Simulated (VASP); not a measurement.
Level of theory: revTPSS meta-GGA, VASP's PBE PAW potentials (set 64) (plane waves; VASP).

The input files of a VASP run:

INCAR:
```
# general
SYSTEM =SnO2
PREC   =Accurate
ENCUT  =520   # plane-wave cut-off (eV)
LREAL  =.FALSE.
LASPH  =.TRUE.   # aspherical one-centre terms

# electronic loop
EDIFF  =1E-7   # SCF stop (eV)
NELM   =100
ALGO   =Normal   # blocked Davidson
LMAXMIX=4
LMIXTAU=.TRUE.

# smearing
ISMEAR =0   # Gaussian
SIGMA  =0.05

# functional
METAGGA=RTPSS

# ions
IBRION =2
NSW    =30
ISIF   =4
EDIFFG =-0.01

# output
LWAVE  =.FALSE.
LCHARG =.FALSE.
```

**KPOINTS**
```
Automatic
0
Gamma
5 5 7
```

**POSCAR**
```
SnO2
1
    4.7054537279     0.0000000000     0.0000000000
    0.0000000000     4.7054537279     0.0000000000
    0.0000000000     0.0000000000     3.1775646447
Sn O
2 4
Direct
  0.0000000000   0.0000000000   0.0000000000
  0.5000000000   0.5000000000   0.5000000000
  0.3062135817   0.3062135817   0.0000000000
  0.8062135817   0.1937864183   0.5000000000
  0.1937864183   0.8062135817   0.5000000000
  0.6937864183   0.6937864183   0.0000000000
```

POTCAR, in this order: Sn_d O (PBE.64 set). Program: vasp_std.

The resulting files:

**OSZICAR**
```
       N       E                     dE             d eps       ncg     rms          rms(c)
DAV:   1     0.707821322968E+03    0.70782E+03   -0.26565E+04  1619   0.268E+03
DAV:   2     0.141640695809E+03   -0.56618E+03   -0.54921E+03  1539   0.679E+02
DAV:   3     0.438970394661E+02   -0.97744E+02   -0.95709E+02  1734   0.236E+02
DAV:   4     0.393803838795E+02   -0.45167E+01   -0.44905E+01  1712   0.569E+01
DAV:   5     0.392758330813E+02   -0.10455E+00   -0.10450E+00  1829   0.904E+00    0.239E+01
DAV:   6    -0.151675167587E+02   -0.54443E+02   -0.35299E+02  1694   0.175E+02    0.195E+01
DAV:   7    -0.103976309492E+02    0.47699E+01   -0.71984E+00  2066   0.358E+01    0.141E+01
DAV:   8    -0.996880457431E+01    0.42883E+00   -0.79535E+01  2341   0.112E+02    0.141E+01
DAV:   9    -0.781617200623E+01    0.21526E+01   -0.15824E+01  2260   0.395E+01    0.590E+00
DAV:  10    -0.760336503187E+01    0.21281E+00   -0.95293E-01  1964   0.685E+00    0.395E+00
DAV:  11    -0.732808489953E+01    0.27528E+00   -0.72244E-01  2257   0.110E+01    0.105E+00
DAV:  12    -0.740018774907E+01   -0.72103E-01   -0.11644E-01  1544   0.282E+00    0.653E-01
DAV:  13    -0.737720351509E+01    0.22984E-01   -0.32446E-02  2081   0.241E+00    0.239E-01
DAV:  14    -0.741557319365E+01   -0.38370E-01   -0.22054E-02  1621   0.111E+00    0.191E-01
DAV:  15    -0.741710096280E+01   -0.15278E-02   -0.12378E-03  1863   0.367E-01    0.190E-01
DAV:  16    -0.741718589792E+01   -0.84935E-04   -0.14379E-03  2033   0.330E-01    0.855E-02
DAV:  17    -0.741727311314E+01   -0.87215E-04   -0.45241E-04  2337   0.167E-01    0.170E-02
DAV:  18    -0.741727536868E+01   -0.22555E-05   -0.24300E-05  2237   0.634E-02    0.933E-03
DAV:  19    -0.741727561228E+01   -0.24360E-06   -0.43959E-06  2164   0.389E-02    0.417E-03
DAV:  20    -0.741727724394E+01   -0.16317E-05   -0.20357E-06  2158   0.164E-02    0.276E-03
DAV:  21    -0.741727704977E+01    0.19417E-06   -0.13080E-07  1101   0.458E-03    0.138E-03
DAV:  22    -0.741727704230E+01    0.74670E-08   -0.45510E-08  1045   0.344E-03
   1 F= -.74172770E+01 E0= -.74172770E+01  d E =-.741728E+01
       N       E                     dE             d eps       ncg     rms          rms(c)
DAV:   1    -0.741720298902E+01    0.74061E-04   -0.52287E+00  1544   0.167E+01    0.125E+00
DAV:   2    -0.742948992276E+01   -0.12287E-01   -0.27048E-01  1817   0.439E+00    0.701E-01
DAV:   3    -0.741905509595E+01    0.10435E-01   -0.30778E-02  1881   0.189E+00    0.218E-01
DAV:   4    -0.742174559991E+01   -0.26905E-02   -0.98356E-03  1966   0.965E-01    0.550E-02
DAV:   5    -0.742320934998E+01   -0.14638E-02   -0.25549E-03  1579   0.526E-01    0.416E-02
DAV:   6    -0.742376324641E+01   -0.55390E-03   -0.61744E-04  1573   0.241E-01    0.109E-02
DAV:   7    -0.742403293841E+01   -0.26969E-03   -0.15222E-04  1829   0.125E-01    0.607E-03
DAV:   8    -0.742406748343E+01   -0.34545E-04   -0.93234E-06  1956   0.349E-02    0.331E-03
DAV:   9    -0.742406824359E+01   -0.76016E-06   -0.31958E-06  1677   0.177E-02    0.109E-03
DAV:  10    -0.742407239912E+01   -0.41555E-05   -0.13325E-06  1644   0.131E-02    0.483E-04
DAV:  11    -0.742407272992E+01   -0.33081E-06   -0.99636E-08  1165   0.418E-03    0.263E-04
DAV:  12    -0.742407283924E+01   -0.10932E-06   -0.90799E-08   926   0.312E-03    0.198E-04
DAV:  13    -0.742407283568E+01    0.35598E-08   -0.11802E-08   898   0.129E-03
   2 F= -.74240728E+01 E0= -.74240728E+01  d E =-.679579E-02
       N       E                     dE             d eps       ncg     rms          rms(c)
DAV:   1    -0.742538934648E+01   -0.13165E-02   -0.56723E-01  1536   0.550E+00    0.411E-01
DAV:   2    -0.742682978457E+01   -0.14404E-02   -0.29366E-02  1817   0.147E+00    0.229E-01
DAV:   3    -0.742566318758E+01    0.11666E-02   -0.33318E-03  1904   0.613E-01    0.689E-02
DAV:   4    -0.742596381251E+01   -0.30062E-03   -0.11024E-03  1897   0.326E-01    0.171E-02
DAV:   5    -0.742611645945E+01   -0.15265E-03   -0.32525E-04  1565   0.192E-01    0.137E-02
DAV:   6    -0.742623489117E+01   -0.11843E-03   -0.53151E-05  1579   0.722E-02    0.316E-03
DAV:   7    -0.742624455211E+01   -0.96609E-05   -0.94355E-06  1927   0.319E-02    0.188E-03
DAV:   8    -0.742624836343E+01   -0.38113E-05   -0.97280E-07  1713   0.118E-02    0.761E-04
DAV:   9    -0.742624847715E+01   -0.11373E-06   -0.18408E-07  1251   0.403E-03    0.216E-04
DAV:  10    -0.742624851293E+01   -0.35773E-07   -0.56869E-08   947   0.257E-03
   3 F= -.74262485E+01 E0= -.74262485E+01  d E =-.897147E-02
       N       E                     dE             d eps       ncg     rms          rms(c)
DAV:   1    -0.742709223435E+01   -0.84376E-03   -0.15809E-01  1509   0.296E+00    0.228E-01
DAV:   2    -0.742695590326E+01    0.13633E-03   -0.45088E-03  1950   0.585E-01    0.135E-01
DAV:   3    -0.742669231069E+01    0.26359E-03   -0.52307E-04  2118   0.304E-01    0.292E-02
DAV:   4    -0.742688082825E+01   -0.18852E-03   -0.45538E-04  1561   0.193E-01    0.896E-03
DAV:   5    -0.742695946175E+01   -0.78633E-04   -0.51241E-05  1636   0.655E-02    0.574E-03
DAV:   6    -0.742696168243E+01   -0.22207E-05   -0.15102E-05  1683   0.306E-02    0.267E-03
DAV:   7    -0.742696410534E+01   -0.24229E-05   -0.22206E-06  1771   0.177E-02    0.131E-03
DAV:   8    -0.742696361797E+01    0.48736E-06   -0.71210E-07  1572   0.937E-03    0.519E-04
DAV:   9    -0.742696466493E+01   -0.10470E-05   -0.41714E-07  1366   0.590E-03    0.210E-04
DAV:  10    -0.742696469673E+01   -0.31799E-07   -0.52526E-08   947   0.263E-03
   4 F= -.74269647E+01 E0= -.74269647E+01  d E =-.716184E-03
       N       E                     dE             d eps       ncg     rms          rms(c)
DAV:   1    -0.742706981103E+01   -0.10515E-03   -0.33609E-02  1495   0.136E+00    0.105E-01
DAV:   2    -0.742704232599E+01    0.27485E-04   -0.96101E-04  1974   0.271E-01    0.624E-02
DAV:   3    -0.742698595904E+01    0.56367E-04   -0.11103E-04  2126   0.140E-01    0.134E-02
DAV:   4    -0.742702628748E+01   -0.40328E-04   -0.96541E-05  1554   0.888E-02    0.414E-03
DAV:   5    -0.742704341372E+01   -0.17126E-04   -0.10662E-05  1629   0.298E-02    0.269E-03
DAV:   6    -0.742704420532E+01   -0.79159E-06   -0.35689E-06  1674   0.150E-02    0.129E-03
DAV:   7    -0.742704472900E+01   -0.52368E-06   -0.46113E-07  1644   0.805E-03    0.621E-04
DAV:   8    -0.742704456338E+01    0.16562E-06   -0.13008E-07   989   0.424E-03    0.262E-04
DAV:   9    -0.742704481613E+01   -0.25276E-06   -0.80381E-08   933   0.321E-03    0.132E-04
DAV:  10    -0.742704481022E+01    0.59135E-08   -0.20644E-08   786   0.157E-03
   5 F= -.74270448E+01 E0= -.74270448E+01  d E =-.796297E-03
```

### OUTCAR
```
------------------------ aborting loop because EDIFF is reached ----------------------------------------
  FORCE on cell =-STRESS in cart. coord.  units (eV):
  Direction    XX          YY          ZZ          XY          YZ          ZX
  --------------------------------------------------------------------------------------
  Total        6.0080460      6.0080460      6.0128370      0.0000000      0.0000000      0.0000000
  in kB      136.8190035    136.8190035    136.9281073      0.0000000      0.0000000      0.0000000
  external PRESSURE =     136.8553714 kB  Pullay stress =       0.0000000 kB
  volume of cell :       70.36
      direct lattice vectors                 reciprocal lattice vectors
     4.684409175 -0.000000000  0.000000000     0.213474093 -0.000000000  0.000000000
     0.000000000  4.684409175  0.000000000     0.000000000  0.213474093  0.000000000
     0.000000000  0.000000000  3.206178982     0.000000000  0.000000000  0.311897747
 POSITION                                       TOTAL-FORCE (eV/Angst)
 -----------------------------------------------------------------------------------
      0.00000      0.00000      0.00000         0.000000     -0.000000      0.000000
      2.34220      2.34220      1.60309         0.000000     -0.000000      0.000000
      1.43150      1.43150      0.00000        -0.000551     -0.000551      0.000000
      3.77371      0.91070      1.60309        -0.000551      0.000551      0.000000
      0.91070      3.77371      1.60309         0.000551     -0.000551      0.000000
      3.25291      3.25291      0.00000         0.000551      0.000551      0.000000
 -----------------------------------------------------------------------------------
    total drift:                                0.000000      0.000000      0.000000
  FREE ENERGIE OF THE ION-ELECTRON SYSTEM (eV)
  ---------------------------------------------------
  free  energy   TOTEN  =        -7.4270448102 eV

  energy  without entropy=       -7.4270448102  energy(sigma->0) =       -7.42704481

 reached required accuracy - stopping structural energy minimisation
```
(Selected blocks of OUTCAR.)

**CONTCAR**
```
SnO2
   1.00000000000000
     4.6844091754236468   -0.0000000000000000    0.0000000000000000
     0.0000000000000000    4.6844091754236468    0.0000000000000000
     0.0000000000000000    0.0000000000000000    3.2061789821693187
  Sn              O
     2     4
Direct
     0.0000000000000000    0.0000000000000000    0.0000000000000000
     0.5000000000000000    0.5000000000000000    0.5000000000000000
     0.3055886451488226    0.3055886451488226    0.0000000000000000
     0.8055886451488226    0.1944113548511774    0.5000000000000000
     0.1944113548511774    0.8055886451488226    0.5000000000000000
     0.6944113548511774    0.6944113548511774    0.0000000000000000
```

The compound is SnO2 in the rutile structure. This cell is one point of a volume scan, at 0.94 of the reference volume. Symmetry was kept, so distortions that lower it aren't found.
